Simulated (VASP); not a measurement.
Given:

```yaml
crystal:
  lattice:
    - [0.00000, 3.19146, 3.19146]
    - [3.19146, 0.00000, 3.19146]
    - [3.19146, 3.19146, 0.00000]
  atoms:
    - { symbol: Ag, position: [0.00000, 0.00000, 0.00000] }
    - { symbol: I, position: [0.25000, 0.25000, 0.25000] }
```

Calculation: PBEsol GGA, VASP's PBE PAW potentials (set 64) (plane waves; VASP). Numerical set-up: 520 eV cut-off, 7×7×7 Γ-centred mesh, Gaussian smearing of 0.050 eV, potentials Ag I.

Unless said otherwise, spin-orbit coupling is left out, though it shifts the bands of the heavy elements here.

What does the run give for the energy per atom (σ→0), pressure, band gap (on the k-mesh) with the smallest direct gap where there is one?

- band gap (on the k-mesh): 1.20 eV
- smallest direct gap (on the k-mesh): 1.20 eV
- energy per atom (σ→0): -2.724 eV/atom
- pressure: 11.3 kbar

Total energies compare only between runs with the same potentials, cut-off and functional.

The compound is AgI in the zinc blende structure, whereas wurtzite is the usual form. This cell is one point of a volume scan, at 0.97 of the reference volume.
